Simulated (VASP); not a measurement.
Output of a VASP run:

### OSZICAR
```
       N       E                     dE             d eps       ncg     rms          rms(c)
DAV:   1     0.171726314432E+03    0.17173E+03   -0.12355E+04  1728   0.116E+03
DAV:   2     0.133413153003E+02   -0.15838E+03   -0.15596E+03  2528   0.238E+02
DAV:   3     0.553306213143E+01   -0.78083E+01   -0.76225E+01  2092   0.609E+01
DAV:   4     0.539535528624E+01   -0.13771E+00   -0.13750E+00  2266   0.841E+00
DAV:   5     0.539348391482E+01   -0.18714E-02   -0.18706E-02  2066   0.978E-01    0.607E+01
DAV:   6     0.542391283894E+01    0.30429E-01   -0.40263E-02  1996   0.126E+00    0.361E+01
DAV:   7     0.542794743677E+01    0.40346E-02   -0.56573E-02  1988   0.152E+00    0.488E-01
DAV:   8     0.542855248699E+01    0.60505E-03   -0.33801E-03  1916   0.413E-01    0.153E-01
DAV:   9     0.542855986661E+01    0.73796E-05   -0.24240E-04  2186   0.103E-01    0.621E-02
DAV:  10     0.542855043275E+01   -0.94339E-05   -0.16451E-05  2030   0.307E-02    0.264E-02
DAV:  11     0.542854826516E+01   -0.21676E-05   -0.34571E-06  1692   0.145E-02    0.817E-03
DAV:  12     0.542854761473E+01   -0.65043E-06   -0.50959E-07  1102   0.595E-03
   1 F= 0.54285476E+01 E0= 0.54273145E+01  d E =0.369931E-02
```

File OUTCAR:
```
------------------------ aborting loop because EDIFF is reached ----------------------------------------
  FORCE on cell =-STRESS in cart. coord.  units (eV):
  Direction    XX          YY          ZZ          XY          YZ          ZX
  --------------------------------------------------------------------------------------
  Total       33.4512577     22.2655858     28.3709541      0.0000000      0.0000000      0.0000000
  in kB      913.5804104    608.0908298    774.8332860      0.0000000      0.0000000      0.0000000
  external PRESSURE =     765.5015087 kB  Pullay stress =       0.0000000 kB
  volume of cell :       58.66
      direct lattice vectors                 reciprocal lattice vectors
     1.520000000 -4.806423000  0.000000000     0.328947368 -0.104027465  0.000000000
     1.520000000  4.806423000  0.000000000     0.328947368  0.104027465  0.000000000
     0.000000000  0.000000000  4.014955000     0.000000000  0.000000000  0.249068794
 POSITION                                       TOTAL-FORCE (eV/Angst)
 -----------------------------------------------------------------------------------
      1.52000      0.97743      2.33092         0.000000      4.800389     -5.876685
      1.52000     -0.97743      1.68403         0.000000     -4.800389      5.876685
      1.52000     -3.82899      3.69151         0.000000      4.800389      5.876685
      1.52000      3.82899      0.32344         0.000000     -4.800389     -5.876685
 -----------------------------------------------------------------------------------
    total drift:                                0.000000     -0.000000     -0.000000
  FREE ENERGIE OF THE ION-ELECTRON SYSTEM (eV)
  ---------------------------------------------------
  free  energy   TOTEN  =         5.4285476147 eV

  energy  without entropy=        5.4248483003  energy(sigma->0) =        5.42731451
```
(Selected blocks of OUTCAR.)

**POSCAR**
```
Cl
1
    1.5200000000    -4.8064230000     0.0000000000
    1.5200000000     4.8064230000     0.0000000000
    0.0000000000     0.0000000000     4.0149550000
Cl
4
Direct
  0.3983200000   0.6016800000   0.5805600000
  0.6016800000   0.3983200000   0.4194400000
  0.8983200000   0.1016800000   0.9194400000
  0.1016800000   0.8983200000   0.0805600000
```

### Question
Write an INCAR and KPOINTS that could have produced this output.

### Answer
Several could match; the one computed here: the input of the run itself, PBE GGA, plane waves, VASP's PBE PAW potentials (set 64).

File KPOINTS:
```
Automatic mesh
0
Gamma
7 7 5
0 0 0
```

**INCAR**
```
ALGO = Normal
EDIFF = 1E-6
ENCUT = 400
GGA = PE
ISIF = 2
ISMEAR = 1
LASPH = .TRUE.
LCHARG = .FALSE.
LREAL = .FALSE.
LWAVE = .FALSE.
NELM = 100
PREC = Accurate
SIGMA = 0.1
SYSTEM = Cl
```

POTCAR, in this order: Cl (PBE.64 set). Program: vasp_std.

The structure was generated: Cl was put into the black-P type (Cmce), which need not be its known phase. The cell was not relaxed at this level. The k-mesh is coarse (spacing up to 0.31 per Å, 2π included), so the numbers may not be converged in it. The run is one of a series of settings (ISMEAR = 1, SIGMA = 0.1 against the base run), some of them coarse on purpose.
